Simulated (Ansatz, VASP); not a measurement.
**Cross-check of SnO (Romarchite) between VASP and Ansatz**

Wanted: the spread between two codes on one cell, functional and k mesh. The cell is taken from a series of runs on this material, whose earlier steps may have relaxed, scaled, displaced or heated it; both programs get it as it stands.

Calculated with Ansatz 0.2.0; plane waves, with VASP 6.6.1 beside it; relaxation of cell and atoms at PBEsol.

## Step 1: Set-up

Symmetry: P4/nmm, No. 129, tetragonal system. Conventional cell: a = 3.805 Å, b = 3.805 Å, c = 4.752 Å, α = 90.00°, β = 90.00°, γ = 90.00°. Sn has 4 O at 2.22 Å nearest. O has 4 Sn at 2.22 Å nearest. Farther neighbours and most contacts between anions are not listed.

## Step 2: VASP: relaxation of cell and atoms, PBEsol

The relaxed volume is the usual yardstick between codes: in a stiff, nearly cubic crystal its relative difference is about their pressure difference at one cell divided by the bulk modulus.

Lines of VASP's logs that name or quote its potential files are left out, and so is its time.

Contents of INCAR:

```
SYSTEM = SnO
PREC = Accurate
ENCUT = 600
EDIFF = 1E-07
NELM = 120
ISMEAR = 1
SIGMA = 0.2
LREAL = .FALSE.
ALGO = Normal
GGA = PS
NBANDS = 26
LORBIT = 11
LWAVE = .FALSE.
LCHARG = .FALSE.
ISIF = 3
IBRION = 2
NSW = 80
EDIFFG = -0.005
LASPH = .TRUE.
GGA_COMPAT = .FALSE.
NELMIN = 4
KPAR = 2
```

Contents of POSCAR:

```
SnO
1.0
    3.8052430000      0.0000000000      0.0000000000
    0.0000000000      3.8052430000      0.0000000000
    0.0000000000      0.0000000000      4.7521500000
Sn O
2 2
Direct
    0.4999998686      1.0000000000      0.2424576244
    0.9999998686      0.5000000000      0.7575423756
    0.9999998686      1.0000000000      0.0000000000
    0.4999998686      0.5000000000      0.0000000000
```

Contents of KPOINTS:

```
Automatic mesh
0
Gamma
12 12 10
0 0 0
```

PAW data sets: Sn_d and O (PBE family, release 64).

Command:

```
$ mpirun -np 2 vasp_std
```

Numbers of over 12 decimals in the logs are rounded to 6 here.

The program printed:

```text
[banner, memory and clock lines left out]
running    2 mpi-ranks, on    1 nodes
 distrk:  each k-point on    1 cores,    2 groups
 distr:  one band on    1 cores,    1 groups

 POSCAR found type information on POSCAR SnO
 POSCAR found :  2 types and       4 ions
|                                                                             |
|               ----> ADVICE to this user running VASP <----                  |
|                                                                             |
|     You enforced a specific xc type in the INCAR file but a different       |
|     [... a line on the potential file left out ...]
|     I HOPE YOU KNOW WHAT YOU ARE DOING!                                     |
|                                                                             |

 LDA part: xc-table for (Slater+PW92), standard interpolation
 POSCAR, INCAR and KPOINTS ok, starting setup
 FFT: planning ... GRIDC
 FFT: planning ... GRID_SOFT
 FFT: planning ... GRID
 WAVECAR not read
 entering main loop
       N       E                     dE             d eps       ncg     rms          rms(c)
DAV:   1     0.423573482492E+03    0.42357E+03   -0.21980E+04  8870   0.257E+03
DAV:   2     0.372104188369E+02   -0.38636E+03   -0.37504E+03  9144   0.578E+02
DAV:   3    -0.242644969529E+02   -0.61475E+02   -0.60248E+02  9996   0.194E+02
DAV:   4    -0.273685627742E+02   -0.31041E+01   -0.30877E+01 10396   0.451E+01
DAV:   5    -0.274387700174E+02   -0.70207E-01   -0.70113E-01 10384   0.732E+00    0.108E+01
DAV:   6    -0.242775068683E+02    0.31613E+01   -0.16104E+01 14418   0.464E+01    0.477E+00
DAV:   7    -0.242529836737E+02    0.24523E-01   -0.18630E+00 10056   0.866E+00    0.244E+00
DAV:   8    -0.242316963972E+02    0.21287E-01   -0.35368E-01 12056   0.412E+00    0.821E-01
DAV:   9    -0.242177552101E+02    0.13941E-01   -0.68870E-02 13728   0.285E+00    0.223E-01
DAV:  10    -0.242189200920E+02   -0.11649E-02   -0.90655E-03 13016   0.939E-01    0.147E-01
DAV:  11    -0.242184935617E+02    0.42653E-03   -0.22619E-03 13464   0.476E-01    0.245E-02
DAV:  12    -0.242185279265E+02   -0.34365E-04   -0.31138E-04  9200   0.104E-01    0.331E-02
DAV:  13    -0.242185199636E+02    0.79629E-05   -0.37507E-05 12966   0.526E-02    0.209E-03
DAV:  14    -0.242185200252E+02   -0.61636E-07   -0.24210E-06  9750   0.101E-02    0.326E-03
DAV:  15    -0.242185201302E+02   -0.10500E-06   -0.18094E-07  7644   0.363E-03    0.158E-03
DAV:  16    -0.242185202226E+02   -0.92385E-07   -0.66494E-08  4678   0.226E-03
   1 F= -.24218520E+02 E0= -.24218757E+02  d E =-.242185E+02
[...]
2 F= -.24218597E+02 E0= -.24218825E+02  d E =-.766644E-04
[...]
3 F= -.24218780E+02 E0= -.24219013E+02  d E =-.260106E-03
[...]
4 F= -.24218862E+02 E0= -.24219085E+02  d E =-.813507E-04
[...]
5 F= -.24218934E+02 E0= -.24219134E+02  d E =-.153585E-03
[...]
6 F= -.24218995E+02 E0= -.24219195E+02  d E =-.615320E-04
 trial-energy change:   -0.000062  1 .order   -0.000061   -0.000076   -0.000047
 step:   3.4601(harm=  3.4601)  dis= 0.00251  next Energy=   -24.219033 (dE=-0.989E-04)
 bond charge predicted
       N       E                     dE             d eps       ncg     rms          rms(c)
DAV:   1    -0.242204783546E+02   -0.14829E-02   -0.74998E-02 13118   0.232E+00    0.234E-01
DAV:   2    -0.242193521424E+02    0.11262E-02   -0.34170E-03 10878   0.629E-01    0.111E-01
DAV:   3    -0.242190984867E+02    0.25366E-03   -0.43744E-04 11406   0.375E-01    0.517E-02
DAV:   4    -0.242190372923E+02    0.61194E-04   -0.14368E-04 13128   0.171E-01    0.118E-02
DAV:   5    -0.242190385525E+02   -0.12602E-05   -0.38826E-05 11664   0.738E-02    0.551E-03
DAV:   6    -0.242190383667E+02    0.18585E-06   -0.38559E-06 11108   0.184E-02    0.200E-03
DAV:   7    -0.242190383582E+02    0.84437E-08   -0.40139E-07  8306   0.550E-03
   7 F= -.24219038E+02 E0= -.24219237E+02  d E =-.104445E-03
 curvature:  -2.90 expect dE=-0.769E-05 dE for cont linesearch -0.645E-07
 trial: gam=-0.07921 g(F)=  0.179E-05 g(S)=  0.855E-06 ort = 0.146E-05 (trialstep = 0.175E+01)
 search vector abs. value=  0.302E-05
 reached required accuracy - stopping structural energy minimisation
```

OUTCAR, selected parts (step 2):

```text
ion  position               nearest neighbor table
   1  0.500  0.000  0.242-   3 2.22   4 2.22   4 2.22   3 2.22   2 3.54   2 3.54   2 3.54   2 3.54
                             2 3.64   2 3.64   2 3.64   2 3.64
   2  1.000  0.500  0.758-   3 2.22   4 2.22   3 2.22   4 2.22   1 3.54   1 3.54   1 3.54   1 3.54
                             1 3.64   1 3.64   1 3.64   1 3.64
   3  1.000  0.000  0.000-   1 2.22   2 2.22   2 2.22   1 2.22
   4  0.500  0.500  0.000-   1 2.22   2 2.22   1 2.22   2 2.22

  LATTYP: Found a simple tetragonal cell.
 ALAT       =     3.8052430000
 C/A-ratio  =     1.2488427152

 Subroutine GETGRP returns: Found 16 space group operations
 (whereof  8 operations were pure point group operations)

The static configuration has the point symmetry D_2d.
 The point group associated with its full space group is D_4h.

 Found    168 irreducible k-points:

   k-points           NKPTS =    168   k-points in BZ     NKDIM =    168   number of bands    NBANDS=     26

   dimension x,y,z NGX =    30 NGY =   30 NGZ =   40
   dimension x,y,z NGXF=    60 NGYF=   60 NGZF=   80

   ENCUT  =  600.0 eV  44.10 Ry    6.64 a.u.   7.60  7.60  9.49*2*pi/ulx,y,z

   NELECT =      40.0000    total number of electrons

 k-points in reciprocal lattice and weights: Automatic mesh
   0.00000000  0.00000000  0.00000000       0.001
   0.08333333  0.00000000  0.00000000       0.003
   0.16666667  0.00000000  0.00000000       0.003
   0.25000000  0.00000000  0.00000000       0.003
   0.33333333  0.00000000  0.00000000       0.003
   0.41666667  0.00000000  0.00000000       0.003
   0.50000000  0.00000000  0.00000000       0.001
   0.08333333  0.08333333  0.00000000       0.003
   0.16666667  0.08333333  0.00000000       0.006
[...]
0.50000000  0.41666667  0.50000000       0.003
   0.50000000  0.50000000  0.50000000       0.001

 average (electrostatic) potential at core
       1 -99.5566       2 -99.5566       3 -68.6539       4 -68.6539

 E-fermi :   7.3084

 k-point     1 :       0.0000    0.0000    0.0000
  band No.  band energies     occupation
    ...
     16       0.9299      2.00000
     17       3.7716      2.00000
     18       4.0871      2.00000
     19       4.0871      2.00000
     20       7.2525      1.45322
     21       9.4046     -0.00000
     22      11.7700      0.00000
     23      11.7700      0.00000
     24      11.8444      0.00000
     25      13.0641      0.00000
    ...

 k-point     2 :       0.0833    0.0000    0.0000
  band No.  band energies     occupation
    ...
     16       0.9765      2.00000
     17       3.6615      2.00000
     18       4.0135      2.00000
     19       4.0229      2.00000
     20       7.2639      1.36653
     21       9.6191     -0.00000
     22      11.0763     -0.00000
     23      11.8151      0.00000
     24      12.1125      0.00000
     25      12.8827      0.00000
    ...

 k-point     3 :       0.1667    0.0000    0.0000
  band No.  band energies     occupation
    ...
     16       1.1141      2.00000
     17       3.3841      2.00000
     18       3.8379      2.00000
     19       3.8510      2.00000
     20       7.1765      1.88988
     21      10.1580     -0.00000
     22      10.3123     -0.00000
     23      11.9485      0.00000
     24      12.3795      0.00000
     25      12.4922      0.00000
    ...

  Total        0.0029058      0.0029058     -0.0073476      0.0000000      0.0000000      0.0000000
  in kB        0.0679322      0.0679322     -0.1717754      0.0000000      0.0000000      0.0000000
  external PRESSURE =      -0.0119704 kB  Pullay stress =       0.0000000 kB

  energy-cutoff  :      600.00
  volume of cell :       68.53
      direct lattice vectors                 reciprocal lattice vectors
     3.805262927  0.000000000  0.000000000     0.262793930  0.000000000  0.000000000
     0.000000000  3.805262927  0.000000000     0.000000000  0.262793930 -0.000000000
     0.000000000  0.000000000  4.732914342     0.000000000 -0.000000000  0.211286309

 POSITION                                       TOTAL-FORCE (eV/Angst)
 -----------------------------------------------------------------------------------
      1.90263      3.80526      1.15613         0.000000     -0.000000     -0.004310
      3.80526      1.90263      3.57679        -0.000000      0.000000      0.004310
      3.80526      0.00000      0.00000        -0.000000     -0.000000      0.000000
      1.90263      1.90263      0.00000         0.000000     -0.000000      0.000000
 -----------------------------------------------------------------------------------
    total drift:                                0.001065      0.000000      0.000001

  FREE ENERGIE OF THE ION-ELECTRON SYSTEM (eV)
  ---------------------------------------------------
  free  energy   TOTEN  =       -24.2190383582 eV

  energy  without entropy=      -24.2196331018  energy(sigma->0) =      -24.21923661

 reached required accuracy - stopping structural energy minimisation

 total charge
# of ion       s       p       d       tot
------------------------------------------
    1        1.245   0.806  10.082  12.133
    2        1.245   0.806  10.082  12.133
    3        1.569   3.418   0.000   4.987
    4        1.569   3.418   0.000   4.987
--------------------------------------------------
tot          5.629   8.448  20.164  34.241

[... 3 further parts left out ...]
```

CONTCAR:

```
SnO
   1.00000000000000
     3.8052629269827158    0.0000000000000000    0.0000000000000000
     0.0000000000000000    3.8052629269827158    0.0000000000000000
     0.0000000000000000    0.0000000000000000    4.7329143421483595
  Sn              O
     2     2
Direct
     0.4999998685999998    1.0000000000000000    0.2442736002023488
     0.9999998685999998    0.5000000000000000    0.7557263997976511
     0.9999998685999998    0.0000000000000000    0.0000000000000000
     0.4999998685999998    0.5000000000000000    0.0000000000000000
```

The run keeps the 16 symmetry operations of its start, so it cannot find a distortion of lower symmetry.

(Part 1 of 2 ends here.)

[Lines on the potential files, build, host, timing and source positions are cut from VASP's logs without a mark.]

[Logs are printed without paths, hosts, clocks, repeated set-up lines and the standing remarks that a program may print on its own settings, such as how far it seeks lower states.]

[Hosts, paths, dates, database ids (printed as entryN), source tags and the programs' standing remarks are cut or masked in the printed files.]
